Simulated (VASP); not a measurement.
Given:

```
CELL_PARAMETERS angstrom
      0.00000     2.73098     2.73098
      2.73098     0.00000     2.73098
      2.73098     2.73098     0.00000
ATOMIC_POSITIONS crystal
  Si 0.25000 0.25000 0.25000
  Si 0.75000 0.75000 0.75000
  Ni 0.00000 0.00000 0.00000
```

Calculation: PW91 GGA, VASP's PBE PAW potentials (set 64) (plane waves; VASP). Run with 520 eV cut-off, Gaussian smearing of 0.050 eV, potentials Si Ni.

Task: Give the energies of bands 2 to 12 at the high-symmetry points, in eV from the Fermi level.

Result: 
```tsv
band	Γ	X	U	L	W
2	-4.99	-7.75	-8.68	-9.78	-8.74
3	-4.99	-7.15	-7.16	-4.57	-6.83
4	-4.99	-4.34	-4.77	-4.57	-6.45
5	-3.34	-4.34	-4.21	-3.56	-3.56
6	-3.34	-3.44	-3.62	-3.17	-3.56
7	-0.55	-3.44	-3.27	-3.17	-3.44
8	1.68	-3.26	-2.78	-1.33	-3.02
9	1.68	-2.96	-2.51	-1.33	-2.32
10	1.68	-0.46	0.18	1.76	2.16
11	2.38	1.52	3.71	1.81	2.16
12	2.38	7.82	4.65	1.81	4.75
```

It has no gap at this level: it comes out as a metal or semimetal.

The compound is NiSi2 in the fluorite structure. It was relaxed first. The run is not spin-polarised, so no magnetic state was tried.
